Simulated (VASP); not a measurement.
## A slab model of Pb(111), strained

Wanted: how Pb(111), strained relaxes, and what it costs to take an electron out.

Calculated with VASP 6.6.1; PBE with D3(BJ); plane waves and PAW (Pb).

Report form: the programs' logs are mostly left out.

## (1) Starting point

The cell holds 4 atoms: 4 Pb. Its edges and angles: a = 3.585 Å, b = 3.585 Å, c = 26.411 Å, α = 90.0°, β = 90.0°, γ = 120.0°. Vacuum lies along c.

As a file:

```cif
data_structure
_symmetry_space_group_name_H-M 'P 1'
_symmetry_Int_Tables_number 1
_cell_length_a 3.5850
_cell_length_b 3.5850
_cell_length_c 26.4109
_cell_angle_alpha 90.000
_cell_angle_beta 90.000
_cell_angle_gamma 120.000
_cell_volume 293.97
loop_
_atom_site_label
_atom_site_type_symbol
_atom_site_fract_x
_atom_site_fract_y
_atom_site_fract_z
_atom_site_occupancy
Pb1 Pb 0.00000 0.00000 0.34077 1
Pb2 Pb 0.66667 0.33333 0.44692 1
Pb3 Pb 0.33333 0.66667 0.55308 1
Pb4 Pb 0.00000 0.00000 0.65923 1
```

## (2) Surface relaxation

All atoms relax at the fixed cell.

INCAR reads:

```
SYSTEM = Pb
PREC = Normal
ENCUT = 300
EDIFF = 1E-05
NELM = 120
ISMEAR = -1
SIGMA = 0.1
LREAL = .FALSE.
ALGO = Fast
GGA = PE
IVDW = 12
NBANDS = 14
LORBIT = 11
LWAVE = .FALSE.
LCHARG = .FALSE.
KPAR = 2
LASPH = .TRUE.
IBRION = 2
NSW = 40
ISIF = 2
EDIFFG = -0.03
POTIM = 0.4
MAXMIX = 40
IDIPOL = 3
LDIPOL = .TRUE.
DIPOL = 0.5 0.5 0.5
```

POSCAR reads:

```
Pb
1.0
    3.5850313800      0.0000000000      0.0000000000
   -1.7925156900      3.1047282500      0.0000000000
    0.0000000000      0.0000000000     26.4109222428
Pb
4
Direct
    0.0000000000      0.0000000000      0.3407681079
    0.6666666700      0.3333333300      0.4469227026
    0.3333333300      0.6666666700      0.5530772974
    0.0000000000      0.0000000000      0.6592318921
```

KPOINTS reads:

```
Automatic mesh
0
Gamma
12 12 1
0 0 0
```

The projector-augmented-wave data sets are Pb (PBE family, release 64).

Command:

```console
mpirun -np 2 vasp_std
```

The job ended after 29 s (2 MPI ranks of Intel Xeon Platinum 8259CL at 2.50GHz (Skylake/Cascade Lake), shared host; peak memory 0.38 GiB; 57 s of CPU time).

Dispersion corrections of this kind ignore metallic screening and tend to overbind metals. The data set Pb keeps the semicore shell frozen, which is cheaper and a little less accurate. The run keeps the 12 symmetry operations of its start, so it cannot find a distortion of lower symmetry.

The steps of the relaxation:

| step | energy less that of the first step (eV) | largest force (eV/Å) |
| --- | --- | --- |
| 1 | 0.0000 | 0.1090 |
| 2 | -0.0013 | 0.0965 |
| 3 | -0.0044 | 0.0572 |
| 4 | -0.0061 | 0.0408 |
| 5 | -0.0063 | 0.0246 |

The atoms that moved most (Å):

| atom | dx | dy | dz | length |
| --- | --- | --- | --- | --- |
| Pb2 | 0.000 | 0.000 | -0.035 | 0.035 |
| Pb3 | 0.000 | 0.000 | 0.035 | 0.035 |
| Pb1 | 0.000 | 0.000 | 0.024 | 0.024 |
| Pb4 | 0.000 | 0.000 | -0.024 | 0.024 |

The relaxed structure:

```xyz
4
Lattice="3.5850 0.0000 0.0000 -1.7925 3.1047 0.0000 0.0000 0.0000 26.4109" Properties=species:S:1:pos:R:3
Pb    0.0000    0.0000    9.0245
Pb    1.7925    1.0349   11.7685
Pb    0.0000    2.0698   14.6424
Pb    0.0000    0.0000   17.3864
```

Numbers from this step:

| Quantity | Value |
| --- | --- |
| electronic cycles | 37 |
| electrons | 16 |
| free energy (TOTEN) | -15.19 eV |
| energy at zero smearing | -15.15 eV |
| Fermi energy | -0.2347 eV |
| labelled metallic, from the levels on this mesh | yes |
| dipole moment | 0, 0, 0 e·Å |

The run ended after 5 ionic steps, 0.006 eV below its first step, once the forces on the free atoms met EDIFFG = -0.03.

Only the dipole across the slab is computed (IDIPOL = 3); zeros along the plane are no results.

## (3) Potential and states of the slab

A static run writes the electrostatic potential without exchange and correlation (LVHAR), which is flat in the vacuum and gives the level to count from. The dipole correction cancels the field that unlike faces would set up across the vacuum.

INCAR reads:

```
SYSTEM = Pb
PREC = Normal
ENCUT = 300
EDIFF = 1E-06
NELM = 120
ISMEAR = -1
SIGMA = 0.1
LREAL = .FALSE.
ALGO = Fast
GGA = PE
IVDW = 12
NBANDS = 22
LORBIT = 11
LWAVE = .FALSE.
LCHARG = .TRUE.
LASPH = .TRUE.
IDIPOL = 3
LDIPOL = .TRUE.
DIPOL = 0.5 0.5 0.5
LVHAR = .TRUE.
LVACPOTAV = .TRUE.
LELF = .TRUE.
NEDOS = 1500
```

POSCAR reads:

```
Pb
1.0
    3.5850313800      0.0000000000      0.0000000000
   -1.7925156900      3.1047282500      0.0000000000
    0.0000000000      0.0000000000     26.4109222428
Pb
4
Direct
    0.0000000000      0.0000000000      0.3416952955
    0.6666666700      0.3333333300      0.4455935717
    0.3333333300      0.6666666700      0.5544064283
    0.0000000000      0.0000000000      0.6583047045
```

KPOINTS is that of step 2.

KPOINTS_OPT reads:

```
Line mode
14
Line-mode
Reciprocal
  0.00000000   0.00000000   0.00000000 GAMMA
  0.50000000   0.00000000   0.00000000 M

  0.50000000   0.00000000   0.00000000 M
  0.33333333   0.33333333   0.00000000 K

  0.33333333   0.33333333   0.00000000 K
  0.00000000   0.00000000   0.00000000 GAMMA
```

Command:

```console
mpirun -np 2 vasp_std
```

Elapsed: 33 s, on 2 MPI ranks; peak memory 0.37 GiB; 64 s of CPU time.

This step gave:

```
electronic cycles                          : 22
Fermi energy                               : -0.2354 eV
DOS at the Fermi level                     : 2.237 states/eV/cell
vacuum levels                              : 3.646, 3.646 eV
work functions of the upper and lower face : 3.881, 3.881 eV
```

Electronic bands along the path, in eV, zero at the Fermi level; # counts the bands kept:

| point | #5 | #6 | #7 | #8 | #9 | #10 | #11 | #12 |
| --- | --- | --- | --- | --- | --- | --- | --- | --- |
| Γ | -3.13 | -1.18 | 1.37 | 3.18 | 3.69 | 4.60 | 4.68 | 5.22 |
| 0.46 of the way | -2.25 | -0.69 | 0.20 | 0.83 | 1.72 | 2.31 | 2.94 | 3.34 |
| M | -3.67 | -2.84 | -2.53 | -1.96 | 0.81 | 1.47 | 2.03 | 2.17 |
| 0.46 of the way | -3.35 | -2.51 | -2.27 | -1.73 | 0.16 | 0.44 | 0.89 | 1.90 |
| K | -2.29 | -2.29 | -2.09 | -1.35 | -1.35 | -0.85 | -0.08 | -0.08 |
| 0.46 of the way | -1.67 | -1.00 | -0.64 | -0.10 | 0.56 | 0.74 | 1.88 | 2.55 |
| Γ | -3.13 | -1.18 | 1.37 | 3.18 | 3.69 | 4.60 | 4.68 | 5.22 |

The density of states has structure finer than the step of the table below, so its rows give means over 1 eV, whole bins alone (the curve runs from -12.0 to 7.91 eV). Peaks (eV: height): total 3.1: 4.62, 4.5: 4.62, 5.7: 4.62, 7.2: 5.56; Pb s -6.9: 2.80; Pb p -2.1: 2.24, 2.2: 2.10, 3.1: 2.60, 4.4: 2.18; Pb d 3.1: 0.312, 4.5: 0.267, 7.3: 1.11.

Means over bins of 0.072 eV. Table of density of states by energy, zero at the Fermi level; means over each step; values in states/eV/cell:

| energy (eV) | total | Pb s | Pb p | Pb d |
| --- | --- | --- | --- | --- |
| -11 | 0.435 | 0.337 | 0.0128 | 1.3e-5 |
| -10 | 0.948 | 0.722 | 0.0505 | 0.00157 |
| -9 | 1.56 | 1.20 | 0.0959 | 0.00713 |
| -8 | 2.53 | 2.06 | 0.107 | 0.0190 |
| -7 | 2.49 | 2.17 | 0.0502 | 0.0149 |
| -6 | 0.0446 | 0.0400 | 3.8e-4 | 1.8e-4 |
| -5 | 0 | 0 | 0 | 0 |
| -4 | 0.127 | 0.00225 | 0.0793 | 8.9e-4 |
| -3 | 1.35 | 0.0373 | 0.831 | 0.0190 |
| -2 | 3.02 | 0.144 | 1.85 | 0.0622 |
| -1 | 2.36 | 0.172 | 1.37 | 0.0596 |
| 0 | 2.06 | 0.106 | 1.21 | 0.0935 |
| 1 | 2.80 | 0.118 | 1.58 | 0.163 |
| 2 | 3.11 | 0.0839 | 1.82 | 0.196 |
| 3 | 3.66 | 0.0749 | 2.06 | 0.245 |
| 4 | 3.22 | 0.0581 | 1.59 | 0.194 |
| 5 | 3.57 | 0.0409 | 1.36 | 0.192 |
| 6 | 4.23 | 0.0567 | 0.982 | 0.450 |
| 7 | 4.56 | 0.0682 | 0.518 | 0.786 |

Zero at the Fermi level. The planar average of the electrostatic potential by height:

height (Å), planar average of the electrostatic potential (eV) and a bar from the least value:
```
      0.0       3.88 ##############################
      0.5       3.88 ##############################
      1.0       3.88 ##############################
      1.5       3.88 ##############################
      2.0       3.88 ##############################
      2.5       3.88 ##############################
      3.0       3.88 ##############################
      3.5       3.88 ##############################
      4.0       3.88 ##############################
      4.5       3.88 ##############################
      5.0       3.88 ##############################
      5.5       3.87 ##############################
      6.0       3.85 ##############################
      6.5       3.77 ##############################
      7.0       3.53 #############################
      7.5       2.79 ############################
      8.0      -0.63 ####################
      8.5      -6.89 ######
      9.0      -9.81 
      9.5      -7.59 #####
     10.0      -1.72 ##################
     10.5       0.90 #######################
     11.0      -4.21 ############
     11.5      -9.12 ##
     12.0      -9.31 #
     12.5      -4.64 ###########
     13.0       0.87 #######################
     13.5       0.19 ######################
     14.0      -5.72 #########
     14.5      -9.69 
     15.0      -8.55 ###
     15.5      -3.09 ###############
     16.0       1.07 ########################
     16.5      -2.80 ###############
     17.0      -8.37 ###
     17.5      -9.65 
     18.0      -5.89 #########
     18.5       0.40 ######################
     19.0       2.97 ############################
     19.5       3.60 #############################
     20.0       3.79 ##############################
     20.5       3.85 ##############################
     21.0       3.87 ##############################
     21.5       3.88 ##############################
     22.0       3.88 ##############################
     22.5       3.88 ##############################
     23.0       3.88 ##############################
     23.5       3.88 ##############################
     24.0       3.88 ##############################
     24.5       3.88 ##############################
     25.0       3.88 ##############################
     25.5       3.88 ##############################
     26.0       3.88 ##############################
```

Density of states in the PAW spheres, an atom over height of the layer and energy from the Fermi level.

Values in states/eV, 22 rows by 4 columns, each cell a mean:
```
0.362 0.261 0.261 0.362
0.424 0.318 0.318 0.424
0.429 0.316 0.316 0.429
0.455 0.390 0.390 0.455
0.426 0.358 0.358 0.426
0.444 0.445 0.445 0.444
0.512 0.631 0.631 0.512
0.394 0.533 0.533 0.394
0.285 0.371 0.371 0.285
0.114 0.189 0.189 0.114
0.060 0.120 0.120 0.060
0.011 0.022 0.022 0.011
0.000 0.001 0.001 0.000
0.000 0.000 0.000 0.000
0.000 0.000 0.000 0.000
0.000 0.000 0.000 0.000
0.000 0.000 0.000 0.000
0.015 0.022 0.022 0.015
0.267 0.367 0.367 0.267
0.686 0.668 0.668 0.686
0.708 0.526 0.526 0.708
0.613 0.588 0.588 0.613
```
Columns: height of the layer (Å) from 9 to 17.4; rows upwards: energy from the Fermi level (eV) from -7.9 to 0.5.

Electrostatic potential energy in the ca plane at fractional y = 0.000, with atoms of Pb within 0.2 Å of it. With pseudopotentials it is smooth inside the atoms' cores, unlike the true potential.

Ten even steps from '0' (-32 eV) to '9' (4 eV), each cell a mean:
```
99996200014899999999999999962000048999999999
99997411136999999999999999984211268999999999
99999855578998777999987778998655689999999999
99999998999987545899865458999988999999999999
99999999999986445799864457999999999999999999
99999987789997656899976568999877899999999999
99998632357999888999998889986323479999999999
99996300015899999999999999973000148999999999
99985100003899999999999999962000037999999999
```
Columns run along c (16.0 Å, from fractional 0.24 to 0.85 of the cell; values clipped at the 3rd and 97th percentile), rows up along a (3.6 Å). Atoms in or near the plane, at fractional coordinates: Pb at (0.34, 0.00), Pb at (0.66, 0.00).

Valence density in the ca plane at fractional y = 0.000, with atoms of Pb within 0.2 Å of it. It is the smooth field of the valence electrons, not physical close to the nuclei.

Ten even steps from '0' (0.00 e/Å³) to '9' (0.24 e/Å³), each cell a mean:
```
00137974588543332211223333478645995200000000
00125898887544444322234444468989973100000000
00013578865445676433456765445788742100000000
00011345443356888644578876433454321000000000
00001234433357898644578886433344321000000000
00012466654346787543467875434566531000000000
00024799986445555322345654457899853100000000
00136987788544433222223444468867984100000000
00137963478643332211122333478534895200000000
```
Columns run along c (16.0 Å, from fractional 0.24 to 0.85 of the cell), rows up along a (3.6 Å). Atoms in or near the plane, at fractional coordinates: Pb at (0.34, 0.00), Pb at (0.66, 0.00).

ELF in the ca plane at fractional y = 0.000, with atoms of Pb within 0.2 Å of it. It is the smooth field of the valence electrons, not physical close to the nuclei.

Values, 5 rows by 16 columns, each cell a mean:
```
0.24 0.79 0.94 0.84 0.40 0.31 0.18 0.16 0.30 0.38 0.81 0.94 0.82 0.28 0.03 0.00
0.10 0.44 0.69 0.51 0.39 0.67 0.42 0.38 0.67 0.41 0.48 0.69 0.48 0.12 0.01 0.00
0.06 0.22 0.37 0.29 0.43 0.80 0.53 0.48 0.80 0.47 0.28 0.38 0.24 0.06 0.01 0.00
0.14 0.58 0.82 0.65 0.38 0.55 0.34 0.31 0.55 0.38 0.61 0.83 0.62 0.17 0.02 0.00
0.27 0.83 0.95 0.87 0.42 0.26 0.14 0.13 0.25 0.39 0.84 0.95 0.86 0.32 0.03 0.00
```
Columns run along c (16.0 Å, from fractional 0.24 to 0.85 of the cell), rows up along a (3.6 Å). Atoms in or near the plane, at fractional coordinates: Pb at (0.34, 0.00), Pb at (0.66, 0.00).

The density of states holds every band computed, so its fall toward the upper end of the range is no gap.

The map of layer states is cut here 0.5 eV above the Fermi level, so it leaves out the states above that.

The vacuum level lies 3.88 eV above the Fermi level at the upper face; both faces agree, as the slab has next to no dipole.

The program found no field-free point at its default tolerance, but its printed level agrees with the flat part of the planar average.

On this mesh the fine structure of the density of states is sampling noise, and high empty states may be cut by the number of bands.

## (4) The slab in a field, field -0.1

A field across the slab, with the atoms held, gives the electronic response: the dipole changes linearly with the field, and the energy has a linear term from the slab's own dipole and a quadratic one from its polarisability.

INCAR reads:

```
SYSTEM = Pb
PREC = Normal
ENCUT = 300
EDIFF = 1E-06
NELM = 120
ISMEAR = -1
SIGMA = 0.1
LREAL = .FALSE.
ALGO = Fast
GGA = PE
IVDW = 12
NBANDS = 14
LORBIT = 11
LWAVE = .FALSE.
LCHARG = .FALSE.
KPAR = 2
LASPH = .TRUE.
IDIPOL = 3
LDIPOL = .TRUE.
DIPOL = 0.5 0.5 0.5
EFIELD = -0.1
LVHAR = .TRUE.
```

POSCAR is that of step 3.

KPOINTS is that of step 3.

Command:

```console
mpirun -np 2 vasp_std
```

Elapsed: 24 s, on 2 MPI ranks; peak memory 0.36 GiB.

This step gave:

| Quantity | Value |
| --- | --- |
| electronic cycles | 30 |
| Fermi energy | -0.2363 eV |
| dipole moment | 0, 0, -0.07315 e·Å |

The planar average of the electrostatic potential oscillates, so the rows of the table below give means over windows of 1 Å about each position, cut where the curve ends. Its maxima inside the range that stand out by 2 % of the span (Å: eV): 6.0: 3.72, 10.4: 1.13, 13.2: 1.56, 16.0: 1.13, 25.9: 4.56. Its minima: 0.5: 3.20, 9.1: -9.84, 11.8: -9.91, 14.6: -9.91, 17.3: -9.84.

Zero at the Fermi level. Table of planar average of the electrostatic potential by height; means over each step:

height (Å), planar average of the electrostatic potential (eV) and a bar from the least value:
```
        0       3.44 ############################
        1       3.26 ###########################
        2       3.36 ###########################
        3       3.46 ############################
        4       3.56 ############################
        5       3.65 ############################
        6       3.71 ############################
        7       3.40 ############################
        8      -1.16 #################
        9      -8.92 
       10      -2.27 ###############
       11      -4.16 ###########
       12      -8.47 #
       13      -0.24 ###################
       14      -5.34 ########
       15      -7.77 ###
       16      -0.44 ###################
       17      -7.61 ###
       18      -5.44 ########
       19       2.73 ##########################
       20       3.87 #############################
       21       4.06 #############################
       22       4.17 #############################
       23       4.27 ##############################
       24       4.37 ##############################
       25       4.47 ##############################
       26       4.49 ##############################
```

VASP counts the dipole in electrons times Å, so a positive number points the physical dipole along −c. A positive EFIELD is likewise a physical field along −c.

Energy at zero smearing: -15.15315 eV.

## (5) The slab in a field, field 0.1

Changes to INCAR since step 4:

```diff
@@ -20,3 +20,3 @@
 DIPOL = 0.5 0.5 0.5
-EFIELD = -0.1
+EFIELD = 0.1
 LVHAR = .TRUE.
```

POSCAR is that of step 4.

KPOINTS is that of step 4.

Command:

```console
mpirun -np 2 vasp_std
```

It took 23 s on 2 MPI ranks; peak memory 0.36 GiB.

This step gave:

```yaml
dipole_moment: 0, 0, 0.07315 e·Å
```

Zero at the Fermi level. The planar average of the electrostatic potential by height:

| height (Å) | planar average of the electrostatic potential (eV) |
| --- | --- |
| 0 | 3.88 |
| 1 | 4.51 |
| 2 | 4.41 |
| 3 | 4.31 |
| 4 | 4.21 |
| 5 | 4.11 |
| 6 | 3.98 |
| 7 | 3.58 |
| 8 | -0.632 |
| 9 | -9.81 |
| 10 | -1.72 |
| 11 | -4.21 |
| 12 | -9.31 |
| 13 | 0.866 |
| 14 | -5.73 |
| 15 | -8.55 |
| 16 | 1.07 |
| 17 | -8.37 |
| 18 | -5.89 |
| 19 | 2.95 |
| 20 | 3.70 |
| 21 | 3.69 |
| 22 | 3.60 |
| 23 | 3.50 |
| 24 | 3.40 |
| 25 | 3.30 |
| 26 | 3.23 |

Energy at zero smearing: -15.15315 eV.

## (6) Putting the energies together

This step: slab, PBE + D3(BJ); plane waves and PAW (VASP 6.6.1).

Derived from the runs above.

Numbers from this step:

- polarisability per area of the slab or monolayer: 0.9463 Å

VASP counts both for electrons: a positive EFIELD is a field along -c, and a positive dipole, in electrons times A, points along -c. Field, by row:

| EFIELD (eV/Å) | dipole along z (e Å) | energy change (eV) |
| --- | --- | --- |
| -0.1 | -0.07315 | -0.003657 |
| 0 | 0 | 0 |
| 0.1 | 0.07315 | -0.003657 |

The polarisability is the slope of the dipole against the field, as a volume for each unit of area.

## (7) Slab, bad settings

This step: PBE with D3(BJ); plane waves and PAW (Pb) (VASP 6.6.1).

As a lesson, the run is repeated with a fault in its input.

Changes to INCAR since step 5:

```diff
@@ -3,4 +3,4 @@
 ENCUT = 300
-EDIFF = 1E-06
-NELM = 120
+EDIFF = 1E-16
+NELM = 75
 ISMEAR = -1
@@ -20,3 +20,3 @@
 DIPOL = 0.5 0.5 0.5
-EFIELD = 0.1
 LVHAR = .TRUE.
+LVACPOTAV = .TRUE.
```

POSCAR is that of step 5.

KPOINTS is that of step 5.

Command:

```console
mpirun -np 2 vasp_std
```

Elapsed: 38 s, on 2 MPI ranks; peak memory 0.37 GiB.

The fault in the input: threshold below the noise. The run ended without an error; the comparison shows what it cost.

Against the run that it repeats, NBANDS also differs.

The two runs compared:

| quantity | this run | the run it repeats | difference |
| --- | --- | --- | --- |
| energy at zero smearing (eV) | -15.149 | -15.149 | -1.0e-8 |
| free energy (TOTEN) (eV) | -15.185 | -15.185 | -1.0e-9 |
| electronic cycles | 59 | 22 | 37 |

The energy stays within 0.1 meV an atom.

## (8) Outcome

```
work function of the slab                        : 3.88 eV
polarisability per area of the slab or monolayer : 0.946 Å
```

**Reading.** The work function is 3.88 eV at both faces. The atom that ends on top (Pb) moved inwards by 0.02 Å, counted from the mean of all atoms. Spin-orbit coupling is left out, which matters for the heavy elements here. The cell in the plane was kept as given and was not relaxed here.

[Lines on the potential files, build, host, timing and source positions are cut from VASP's logs without a mark.]

[Logs are printed without paths, hosts, clocks, repeated set-up lines and the standing remarks that a program may print on its own settings, such as how far it seeks lower states.]

[Hosts, paths, dates, database ids (printed as entryN), source tags and the programs' standing remarks are cut or masked in the printed files.]

[In band tables of VASP the shares of atoms and orbitals are scaled to a sum of 1 inside the atoms' spheres.]

[Runs that stopped without an error message from VASP are left out.]
